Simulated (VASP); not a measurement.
```
HgTe
1.0
    0.00000     3.25770     3.25770
    3.25770     0.00000     3.25770
    3.25770     3.25770     0.00000
Hg Te
1 1
Direct
  0.00000   0.00000   0.00000
  0.25000   0.25000   0.25000
```

Computed with PBEsol GGA with spin-orbit coupling, VASP's PBE PAW potentials (set 64) (plane waves; VASP). Settings: 400 eV cut-off, 9×9×9 Γ-centred mesh, Gaussian smearing of 0.050 eV, potentials Hg Te.

Q: Give the energies of bands 12 to 25 at the high-symmetry points, in eV from the Fermi level.

A: 
| band | Γ | X | U | L | W |
|---|---|---|---|---|---|
| 12 | -6.45 | -5.99 | -5.94 | -6.09 | -5.82 |
| 13 | -1.11 | -5.50 | -5.68 | -5.63 | -5.71 |
| 14 | -1.11 | -5.50 | -5.44 | -5.63 | -5.54 |
| 15 | -0.74 | -2.57 | -3.13 | -1.47 | -3.01 |
| 16 | -0.74 | -2.57 | -3.08 | -1.47 | -2.79 |
| 17 | 0.00 | -2.38 | -2.10 | -0.96 | -2.73 |
| 18 | 0.00 | -2.38 | -2.08 | -0.96 | -2.66 |
| 19 | 0.00 | 1.61 | 1.84 | 0.37 | 2.57 |
| 20 | 0.00 | 1.61 | 2.01 | 0.37 | 2.99 |
| 21 | 3.19 | 2.18 | 3.65 | 4.49 | 4.28 |
| 22 | 3.19 | 2.18 | 3.72 | 4.49 | 4.33 |
| 23 | 4.30 | 7.68 | 6.36 | 4.94 | 4.55 |
| 24 | 4.30 | 7.68 | 6.69 | 4.94 | 5.21 |
| 25 | 4.30 | 8.13 | 6.83 | 6.49 | 5.80 |

It has no gap at this level: it comes out as a metal or semimetal.

The compound is HgTe in the zinc blende structure. It was relaxed first.
